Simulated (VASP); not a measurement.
Consider the following.

```
MgS
1.0
    0.00000     2.56338     2.56338
    2.56338     0.00000     2.56338
    2.56338     2.56338     0.00000
Mg S
1 1
Cartesian
  0.00000   0.00000   0.00000
  2.56338   2.56338   2.56338
```

These are MS2 meta-GGA, VASP's PBE PAW potentials (set 64) (plane waves; VASP) values and carry that method's errors. Numerical set-up: 520 eV cut-off, 9×9×9 Γ-centred mesh, Gaussian smearing of 0.050 eV, potentials Mg S.

**Question.** Give the stress tensor in GPa (positive for a compressed cell).

**Answer.** 
```
2.67  0.00  0.00
0.00  2.67  0.00
0.00  0.00  2.67
```
The pressure is its mean diagonal, 2.67 GPa.

The compound is MgS in the rock salt structure. This cell is one point of a volume scan, at 0.97 of the reference volume.
